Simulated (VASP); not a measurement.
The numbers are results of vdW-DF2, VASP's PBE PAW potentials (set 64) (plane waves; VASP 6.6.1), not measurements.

VASP input:

**INCAR**
```
SYSTEM=Ni3Si
PREC=Accurate; ENCUT=520; LREAL=F
LASPH=T
EDIFF=1E-7; NELM=100; ALGO=Normal
LMAXMIX=4
ISMEAR=1; SIGMA=0.1
GGA=ML; LUSE_VDW=T; AGGAC=0.0
ZAB_VDW=-1.8867
ISIF=2
LWAVE=F; LCHARG=F
```

### POSCAR
```
Ni3Si
1
    3.5534348601     0.0000000000     0.0000000000
    0.0000000000     3.5534348601     0.0000000000
    0.0000000000     0.0000000000     3.5534348601
Si Ni
1 3
Direct
  0.0000000000   0.0000000000   0.0000000000
  0.0000000000   0.5000000000   0.5000000000
  0.5000000000   0.0000000000   0.5000000000
  0.5000000000   0.5000000000   0.0000000000
```

**KPOINTS**
```
Automatic mesh
0
G
9 9 9
0 0 0
```

POTCAR, in this order: Si Ni (PBE.64 set). Program: vasp_std.

Output

File OSZICAR:
```
       N       E                     dE             d eps       ncg     rms          rms(c)
DAV:   1     0.209660711128E+03    0.20966E+03   -0.15729E+04  1478   0.214E+03
DAV:   2    -0.261149956661E+01   -0.21227E+03   -0.20509E+03  1470   0.369E+02
DAV:   3    -0.135485651879E+02   -0.10937E+02   -0.10523E+02  1628   0.111E+02
DAV:   4    -0.138105453574E+02   -0.26198E+00   -0.25936E+00  1686   0.150E+01
DAV:   5    -0.138199893749E+02   -0.94440E-02   -0.94396E-02  1779   0.273E+00    0.165E+01
DAV:   6    -0.140658837020E+02   -0.24589E+00   -0.43626E+01  1695   0.108E+02    0.154E+01
DAV:   7    -0.110723014999E+02    0.29936E+01   -0.13337E+01  1649   0.613E+01    0.324E+00
DAV:   8    -0.110446496478E+02    0.27652E-01   -0.55989E-01  1568   0.576E+00    0.130E+00
DAV:   9    -0.110316734775E+02    0.12976E-01   -0.30291E-02  2031   0.247E+00    0.450E-01
DAV:  10    -0.110300443971E+02    0.16291E-02   -0.37285E-03  2066   0.475E-01    0.145E-01
DAV:  11    -0.110300735723E+02   -0.29175E-04   -0.86742E-04  2087   0.352E-01    0.683E-02
DAV:  12    -0.110300415518E+02    0.32021E-04   -0.13159E-04  1788   0.144E-01    0.153E-02
DAV:  13    -0.110300434669E+02   -0.19151E-05   -0.10875E-05  1714   0.278E-02    0.672E-03
DAV:  14    -0.110300417979E+02    0.16690E-05   -0.89953E-07  1758   0.987E-03    0.239E-03
DAV:  15    -0.110300419094E+02   -0.11155E-06   -0.16071E-07   944   0.685E-03    0.551E-04
DAV:  16    -0.110300419343E+02   -0.24937E-07   -0.24754E-08   865   0.185E-03
   1 F= -.11030042E+02 E0= -.11030143E+02  d E =0.304467E-03
```

File OUTCAR:
```
------------------------ aborting loop because EDIFF is reached ----------------------------------------
  FORCE on cell =-STRESS in cart. coord.  units (eV):
  Direction    XX          YY          ZZ          XY          YZ          ZX
  --------------------------------------------------------------------------------------
  Total        1.4185225      1.4185225      1.4185225     -0.0000000      0.0000000     -0.0000000
  in kB       50.6525985     50.6525985     50.6525985     -0.0000000      0.0000000     -0.0000000
  external PRESSURE =      50.6525985 kB  Pullay stress =       0.0000000 kB
  volume of cell :       44.87
      direct lattice vectors                 reciprocal lattice vectors
     3.553434860  0.000000000  0.000000000     0.281417850  0.000000000  0.000000000
     0.000000000  3.553434860  0.000000000     0.000000000  0.281417850  0.000000000
     0.000000000  0.000000000  3.553434860     0.000000000  0.000000000  0.281417850
 POSITION                                       TOTAL-FORCE (eV/Angst)
 -----------------------------------------------------------------------------------
      0.00000      0.00000      0.00000         0.000000      0.000000      0.000000
      0.00000      1.77672      1.77672         0.000000      0.000000      0.000000
      1.77672      0.00000      1.77672         0.000000      0.000000      0.000000
      1.77672      1.77672      0.00000         0.000000      0.000000      0.000000
 -----------------------------------------------------------------------------------
    total drift:                                0.000000      0.000000      0.000000
  FREE ENERGIE OF THE ION-ELECTRON SYSTEM (eV)
  ---------------------------------------------------
  free  energy   TOTEN  =       -11.0300419343 eV

  energy  without entropy=      -11.0303464015  energy(sigma->0) =      -11.03014342
```
(Selected blocks of OUTCAR.)

The compound is Ni3Si in the L1_2 structure. This cell is one point of a volume scan, at 0.97 of the reference volume. The run is not spin-polarised, so no magnetic state was tried.
